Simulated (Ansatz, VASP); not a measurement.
**Cross-check of Ti8C8F (F on TiC(001)) between VASP and Ansatz**

Wanted: the spread between two codes on one cell, functional and k mesh.

Calculated with Ansatz 0.2.0; plane waves, with VASP 6.6.1 beside it; single point at PBEsol.

### Step 1. Set-up

The cell holds 34 atoms: 16 Ti, 16 C and 2 F. Cell: a = 6.095 Å, b = 6.095 Å, c = 24.315 Å, α = 90.0°, β = 90.0°, γ = 90.0°. It derives from TiC. Vacuum lies along c.

### Step 2. Ansatz: single point, PBEsol

Ansatz runs on its default PAW (the set named soft_2) files.

A single point gives forces, pressure and levels at one fixed geometry, so differences don't come from the geometry; what else differs is listed under the comparison.

File input.yaml:

```yaml
crystal:
  lattice:
    - [6.095260454, 0.0, 0.0]
    - [0.0, 6.095260454, 0.0]
    - [0.0, 0.0, 24.315]
  atoms:
    - { symbol: Ti, position: [0.0, 0.0, 0.329015011] }
    - { symbol: Ti, position: [0.0, 0.5, 0.329015011] }
    - { symbol: Ti, position: [0.5, 0.0, 0.329015011] }
    - { symbol: Ti, position: [0.5, 0.5, 0.329015011] }
    - { symbol: Ti, position: [0.25, 0.25, 0.41764343] }
    - { symbol: Ti, position: [0.25, 0.75, 0.41764343] }
    - { symbol: Ti, position: [0.75, 0.25, 0.41764343] }
    - { symbol: Ti, position: [0.75, 0.75, 0.41764343] }
    - { symbol: Ti, position: [0.0, 0.0, 0.5060972014] }
    - { symbol: Ti, position: [0.0, 0.5, 0.5060972014] }
    - { symbol: Ti, position: [0.5, 0.0, 0.5060972014] }
    - { symbol: Ti, position: [0.5, 0.5, 0.5060972014] }
    - { symbol: Ti, position: [0.25, 0.25, 0.6032828996] }
    - { symbol: Ti, position: [0.25, 0.75, 0.5912357449] }
    - { symbol: Ti, position: [0.75, 0.25, 0.5912357449] }
    - { symbol: Ti, position: [0.75, 0.75, 0.6032828996] }
    - { symbol: C, position: [0.25, 0.25, 0.329015011] }
    - { symbol: C, position: [0.25, 0.75, 0.329015011] }
    - { symbol: C, position: [0.75, 0.25, 0.329015011] }
    - { symbol: C, position: [0.75, 0.75, 0.329015011] }
    - { symbol: C, position: [0.0, 0.0, 0.41764343] }
    - { symbol: C, position: [0.0, 0.5, 0.41764343] }
    - { symbol: C, position: [0.5, 0.0, 0.41764343] }
    - { symbol: C, position: [0.5, 0.5, 0.41764343] }
    - { symbol: C, position: [0.25, 0.25, 0.5037760224] }
    - { symbol: C, position: [0.25, 0.75, 0.5064042791] }
    - { symbol: C, position: [0.75, 0.25, 0.5064042791] }
    - { symbol: C, position: [0.75, 0.75, 0.5037760224] }
    - { symbol: C, position: [0.0, 0.0, 0.5933227982] }
    - { symbol: C, position: [0.0, 0.5, 0.5933227982] }
    - { symbol: C, position: [0.5, 0.0, 0.5933227982] }
    - { symbol: C, position: [0.5, 0.5, 0.5933227982] }
    - { symbol: F, position: [0.25, 0.25, 0.676726911] }
    - { symbol: F, position: [0.75, 0.75, 0.676726911] }
hamiltonian:
  xc: pbesol
  pseudopotentials: { kind: paw }
kpoints:
  mp_grid: { grid: [4, 4, 1] }
scf:
  occupations: { method: methfessel_paxton, width: 0.1 }
  n_extra_bands: 12
efield:
  axis: 3
  dipole_correction: true
  ramp_width: 0.04
output:
  forces: true
  eigenvalues: true
  write_density: true
  write_potential: true
  elf: true
  volumetric_format: npy
```

Started as:

```
ansatz run input.yaml --threads 8 --pin off --max-ram 18432MiB --backend cpu --events-out ev --progress --plain --runs-dir out
```

Numbers of over 12 decimals in the logs are rounded to 6 here.

Output:

```text
scf.n_extra_bands = 12 over 135 filled bands (N_el = 270.0): the run solves 147 bands
Engine: ansatz 0.2.0, aarch64-unknown-linux-gnu
Pseudopotentials: kind: paw
Pseudopotential: Ti, paw, valence charge 12, recommended cutoff 420 eV (normal), Ti.paw.azcp
Pseudopotential: C, paw, valence charge 4, recommended cutoff 420 eV (normal), C.paw.azcp
Pseudopotential: F, paw, valence charge 7, recommended cutoff 420 eV (normal), F.paw.azcp
Functional definition: PBEsol
  exchange = pbesol_x
  correlation = pbesol_c
Crystal: 34 atoms, lattice volume = 903.356 Å³
Basis set: ecut = 420 eV, 17645 PW (Γ), exchange–correlation on 90×90×360 points (8 copies of the dense FFT grid, shifted against one another)
Bands: 147, of which v1, the nominal top of the filled ones, is band 135 counted from 1 (134 counted from 0)
Symmetry: 16 space group operations
Space group: P4mm (ITA 99), of the structure as read, at distance tolerance 9.7e-5 Å
k-points: 6 of 16
Non-local potential: Ti, projectors of the file, l = 0: 3, l = 1: 2, l = 2: 3, l = 3: 1
Non-local potential: C, projectors of the file, l = 0: 2, l = 1: 2, l = 2: 1
Non-local potential: F, projectors of the file, l = 0: 2, l = 1: 2, l = 2: 1
PAW form: soft (Blöchl's): semilocal exchange-correlation on the pseudo side does not see the compensation charge
PAW frozen core: Ti, regenerated for the run's functional, and the local potential with it (the file was generated under x = pbe(κ = 0.804, μ = 0.219515), c = pbe(β = 0.066725))
PAW frozen core: C, regenerated for the run's functional, and the local potential with it (the file was generated under x = pbe(κ = 0.804, μ = 0.219515), c = pbe(β = 0.066725))
PAW frozen core: F, regenerated for the run's functional, and the local potential with it (the file was generated under x = pbe(κ = 0.804, μ = 0.219515), c = pbe(β = 0.066725))
PAW one-centre angular grid: Ti, 590 points (default); XC on 64 Gauss nodes
PAW one-centre angular grid: C, 110 points (default); XC on 64 Gauss nodes
PAW one-centre angular grid: F, 110 points (default); XC on 64 Gauss nodes
Initial density: superposition of atomic densities (neutral atoms: chi_scale 0, normalization atom), corrected by the library's trained network
Initial wavefunctions: pseudopotential atomic-orbital guess
Functional: x = pbesol(κ = 0.804, μ = 0.123457), c = pbesol(β = 0.046)
SCF iter   1: F=—  HF=-45150.008257 eV  |F-HF|=—  |Δ(HF+E_count)|=         —  Δρ=8.13e-3  dr2=8.14e-1  ethr=1.77e-3  p=-0.581 e·Å  D=-1.16e-1 V/Å  ΔV_dip=2.83 eV  dr2_dipole=7.33e-4  V_vac-E_F(+/−)=7.10/4.28 eV  ⟨swp⟩=6.8  Hψ=4099  notcnv=0
efield: sawtooth ramp at fractional position 0.9829 (placed from the atoms, in the widest stretch of the axis that holds none; the zero of the levels goes with the place), width 0.0400; the density the first Hamiltonian is built on has a dipole p = -0.581 e·Å; the dipole correction subtracts the counter field D = -1.16e-1 V/Å, which shifts the + side's vacuum level by +2.83 eV against the − side's; the planar-averaged density in the ramp window peaks in size at 5.2e-5 e/Å³
preconditioner: auto → LDOS  [insulator: Δε(μ)=0.100 eV  Ē_g=5.891 eV  σ=0.100 eV  W_gap=0.60  n_scr=156 (ndim 8)  ℏωp=14.7 eV  f_vac=0.568  D(μ)=6.16/eV (n_scr^D=20)  ε∞_Penn≈7.2  β→1.0]
SCF iter   2: F=—  HF=-45150.104916 eV  |F-HF|=—  |Δ(HF+E_count)|=   9.67e-2  S|Δr|=    0.00e0  Δρ=1.06e-2  dr2=1.62e0  ethr=3.01e-4  p=-0.644 e·Å  D=-1.29e-1 V/Å  ΔV_dip=3.14 eV  dr2_dipole=1.40e-2  V_vac-E_F(+/−)=7.42/4.28 eV  ⟨swp⟩=3.0  Hψ=1586  notcnv=0  defer=30
SCF iter   3: F=—  HF=-45149.877174 eV  |F-HF|=—  |Δ(HF+E_count)|=   2.28e-1  S|Δr|=    0.00e0  Δρ=1.84e-3  dr2=4.16e-2  ethr=3.01e-4  p=-0.626 e·Å  D=-1.25e-1 V/Å  ΔV_dip=3.05 eV  dr2_dipole=3.07e-3  V_vac-E_F(+/−)=7.33/4.29 eV  ⟨swp⟩=2.2  Hψ=1313  notcnv=0  defer=30
SCF iter   4: F=—  HF=-45149.869559 eV  |F-HF|=—  |Δ(HF+E_count)|=   7.62e-3  S|Δr|=    0.00e0  Δρ=6.76e-4  dr2=5.60e-3  ethr=1.54e-5  p=-0.629 e·Å  D=-1.26e-1 V/Å  ΔV_dip=3.06 eV  dr2_dipole=5.31e-5  V_vac-E_F(+/−)=7.32/4.26 eV  ⟨swp⟩=3.0  Hψ=1789  notcnv=0  defer=30
SCF iter   5: F=—  HF=-45149.869143 eV  |F-HF|=—  |Δ(HF+E_count)|=   4.15e-4  S|Δr|=    0.00e0  Δρ=2.54e-4  dr2=8.62e-4  ethr=2.07e-6  p=-0.632 e·Å  D=-1.27e-1 V/Å  ΔV_dip=3.08 eV  dr2_dipole=3.92e-5  V_vac-E_F(+/−)=7.33/4.25 eV  ⟨swp⟩=2.0  Hψ=1221  notcnv=0  defer=30
SCF iter   6: F=—  HF=-45149.869186 eV  |F-HF|=—  |Δ(HF+E_count)|=   4.28e-5  S|Δr|=    0.00e0  Δρ=1.31e-4  dr2=2.51e-4  ethr=3.19e-7  p=-0.632 e·Å  D=-1.27e-1 V/Å  ΔV_dip=3.08 eV  dr2_dipole=5.31e-7  V_vac-E_F(+/−)=7.33/4.25 eV  ⟨swp⟩=2.3  Hψ=1341  notcnv=0  defer=30
SCF iter   7: F=—  HF=-45149.869172 eV  |F-HF|=—  |Δ(HF+E_count)|=   1.38e-5  S|Δr|=    0.00e0  Δρ=4.59e-5  dr2=1.77e-5  ethr=9.28e-8  p=-0.633 e·Å  D=-1.27e-1 V/Å  ΔV_dip=3.08 eV  dr2_dipole=4.81e-7  V_vac-E_F(+/−)=7.34/4.25 eV  ⟨swp⟩=2.5  Hψ=1210  notcnv=0  defer=30
SCF iter   8: F=—  HF=-45149.869286 eV  |F-HF|=—  |Δ(HF+E_count)|=   1.14e-4  S|Δr|=    0.00e0  Δρ=1.80e-5  dr2=3.98e-6  ethr=6.55e-9  p=-0.634 e·Å  D=-1.27e-1 V/Å  ΔV_dip=3.09 eV  dr2_dipole=2.70e-7  V_vac-E_F(+/−)=7.34/4.25 eV  ⟨swp⟩=2.5  Hψ=1653  notcnv=0  defer=30
SCF iter   9: F=—  HF=-45149.869289 eV  |F-HF|=—  |Δ(HF+E_count)|=   2.37e-6  S|Δr|=    0.00e0  Δρ=4.51e-6  dr2=1.29e-7  ethr=1.47e-9  p=-0.634 e·Å  D=-1.27e-1 V/Å  ΔV_dip=3.09 eV  dr2_dipole=2.57e-9  V_vac-E_F(+/−)=7.34/4.25 eV  ⟨swp⟩=2.2  Hψ=1209  notcnv=0  defer=30
SCF iter  10: F=-45149.869290 eV  HF=-45149.869289 eV  |F-HF|=3.17e-7  |Δ(HF+E_count)|=   5.36e-7  S|Δr|=    0.00e0  Δρ=2.00e-6  dr2=3.87e-8  ethr=3.70e-11  p=-0.634 e·Å  D=-1.27e-1 V/Å  ΔV_dip=3.09 eV  dr2_dipole=2.45e-9  V_vac-E_F(+/−)=7.34/4.25 eV  ⟨swp⟩=20.3  Hψ=7764  notcnv=0
SCF 1 converged in 10 iterations: F = -45149.869290 eV  dr2 = 3.87e-8
  greatest PAW one-centre occupation: 0.999 electrons in one spin orbital (limit 2), on the Ti atom at site 15 (counted from 0), in its partial waves of l = 0
WARN: The output density's exchange-correlation potential varies sharply where the density is thin. Do not read a vacuum level from v_tot or v_xc, or from such a field of the output density. On a cell that repeats whose density bears no net charge and no dipole along the vacuum's axis use v_es (v_loc + v_h of the components); under efield.dipole_correction with no amplitude use v_es + v_field, which holds any externa [...]
SCF converged after 10 iterations
Stability not checked: this state was not tested for a lower state beside it, because cold or Methfessel-Paxton smearing, or corrected tetrahedra, fill the levels in a way that the test cannot read (fill_not_monotonic; see scf.lower_state_search)
Free energy (F): -45149.869290 eV
Harris-Foulkes:  -45149.869289 eV  (|F-HF|=3.17e-7)
Internal energy: -45149.870730 eV  (E = F + TS)
E sigma→0 (E₀):  -45149.869650 eV
Entropy (-TS):   0.001441 eV (0.042 meV/atom)
Fermi energy:    1.573731 eV
Step filling:    the computed levels leave a gap of 0.0440 eV = 0.4 smearing widths at the electron count; against every level under it full and every level over it empty, smearing changes F+E_penalty+E_count by -0.169 meV and its σ→0 estimate by -0.529 meV
Dipole field:    D = -0.126936 V/Å  (p = -0.633697 e·Å, saw-weighted, corrected)
Work function:   Φ+ = 7.3388 eV   Φ− = 4.2523 eV
Levels:          The Fermi level and band energies are counted from a zero that moves with the ramp; work functions are not
--- Per-component energies (eV) ---
  E_band       = -5120.044911
  E_kinetic    = 6171.861301
  E_local      = -293753.981021  (includes V_loc(G=0)·N_el)
  E_nonlocal   = 683.511533
  E_hartree    = 143923.445391
  E_xc         = -2482.293508
  E_vxc        = -3115.716659  (∫ρ·V_xc dr)
  E_paw        = -18245.005084  (= ΣΔE_a)
  E_vpaw       = -2928.078850  (= ΣTr[D̂ρ^β])
  E_aug_tail   = 0.006341  (compensation charges beyond the density's cutoff)
  E_efield     = 0.040219  (sawtooth field / dipole correction)
  E_vefield    = -24.546681  (∫n·V_field dr)
  E_ewald      = 118549.891455
  E_core_change = 2.652642  (= ΣΔE_core)
  E_smearing   = 0.001441  (= −TS)
  E_closure    = -0.000000  (closes the sum)
  Σ components = -45149.869290   (vs F -45149.869290, Δ=0.00e0)
--- Forces (eV/Å), atoms counted from 1 ---
  atom   1  Ti    -0.00000000     0.00000000     1.48359145
  atom   2  Ti    -0.00000000    -0.00000000     1.48359145
  atom   3  Ti    -0.00000000    -0.00000000     1.48359145
  atom   4  Ti    -0.00000000     0.00000000     1.48359145
  atom   5  Ti    -0.00000000     0.00000000     0.41297901
  atom   6  Ti     0.00000000     0.00000000    -0.08254522
  atom   7  Ti     0.00000000     0.00000000    -0.08254522
  atom   8  Ti    -0.00000000     0.00000000     0.41297901
  atom   9  Ti     0.00000000    -0.00000000    -0.01319377
  atom  10  Ti     0.00000000     0.00000000    -0.01319377
  atom  11  Ti     0.00000000     0.00000000    -0.01319377
  atom  12  Ti     0.00000000    -0.00000000    -0.01319377
  atom  13  Ti     0.00000000     0.00000000     0.15730914
  atom  14  Ti    -0.00000000     0.00000000    -0.02874540
  atom  15  Ti    -0.00000000     0.00000000    -0.02874540
  atom  16  Ti     0.00000000    -0.00000000     0.15730914
  atom  17  C     -0.00000000     0.00000000    -1.05474268
  atom  18  C     -0.00000000    -0.00000000    -0.74575189
  atom  19  C     -0.00000000     0.00000000    -0.74575189
  atom  20  C     -0.00000000     0.00000000    -1.05474268
  atom  21  C      0.00000000    -0.00000000    -0.71865989
  atom  22  C      0.00000000     0.00000000    -0.71865989
  atom  23  C      0.00000000     0.00000000    -0.71865989
  atom  24  C      0.00000000    -0.00000000    -0.71865989
  atom  25  C     -0.00000000     0.00000000    -0.01306823
  atom  26  C      0.00000000     0.00000000     0.00582741
  atom  27  C      0.00000000    -0.00000000     0.00582741
  atom  28  C     -0.00000000     0.00000000    -0.01306823
  atom  29  C      0.00000000    -0.00000000     0.00434208
  atom  30  C      0.00000000     0.00000000     0.00434208
  atom  31  C      0.00000000     0.00000000     0.00434208
  atom  32  C      0.00000000    -0.00000000     0.00434208
  atom  33  F     -0.00000000     0.00000000    -0.16350921
  atom  34  F     -0.00000000     0.00000000    -0.16350921
  max |Σ_I F_I| component: 1.75e-4 eV/Å
--- Band table (eV; the first three rows and the last of 6) ---
  k-point 0: bands = [... 131 lower, 1.5688, 1.7277, 1.7400, 1.8955, 1.8955, 1.8976, 2.1915, 2.1915, ... 8 higher]
  k-point 1: bands = [... 131 lower, 1.2599, 1.3055, 1.4806, 1.7604, 1.9900, 2.2129, 2.2697, 2.4101, ... 8 higher]
  k-point 2: bands = [... 131 lower, 0.5218, 1.0892, 1.0892, 1.2046, 1.2046, 2.6748, 2.6748, 2.9998, ... 8 higher]
  k-point 5: bands = [... 131 lower, 1.0788, 1.1119, 1.1119, 1.1752, 1.1752, 1.9438, 1.9438, 2.5243, ... 8 higher]
```

The job ended after 37 s (8 threads of Arm Neoverse N1, shared host; peak memory 3.3 GiB; 4.5 min of CPU time).

[end of part 1 of 2]

[Lines on the potential files, build, host, timing and source positions are cut from VASP's logs without a mark.]

[Logs are printed without paths, hosts, clocks, repeated set-up lines and the standing remarks that a program may print on its own settings, such as how far it seeks lower states.]

[Hosts, paths, dates, database ids (printed as entryN), source tags and the programs' standing remarks are cut or masked in the printed files.]
